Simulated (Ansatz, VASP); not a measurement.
**One calculation of SnP2, two programs**

```
Sn P
1.0
     0.00000    3.22980    3.22980
     3.22980    0.00000    3.22980
     3.22980    3.22980    0.00000
Sn P
1 2
Cartesian
  0.0000 0.0000 0.0000
  1.6149 1.6149 1.6149
  4.8447 4.8447 4.8447
```

Alike in both runs: functional PBE; k mesh 6 × 6 × 6; occupations gaussian, width 0.1 eV; no spin polarisation.

Ansatz relaxed the structure, and its values are those at the end. VASP's run is a single point on that final structure, the one shown.

|  | VASP | Ansatz |
| --- | --- | --- |
| version | VASP 6.6.1 | Ansatz 0.2.0 |
| potentials or method | VASP PAW PBE potentials, release 64 (Sn_d, P) | scalar-relativistic, plane waves, PAW |
| plane-wave cutoff (eV) | 520 | 420 |
| valence electrons in the cell | 24 | 24 |

|  | VASP | Ansatz | Ansatz less VASP |
| --- | --- | --- | --- |
| gap on the k mesh at the Fermi level (eV) | none | none | - |
| pressure (GPa) | -0.1 | -0.1 | +0.04 |

A gap of «none» marks a metal or a gap that the smearing closes. With one functional, cell and mesh, what is left measures potentials, basis and numerics.
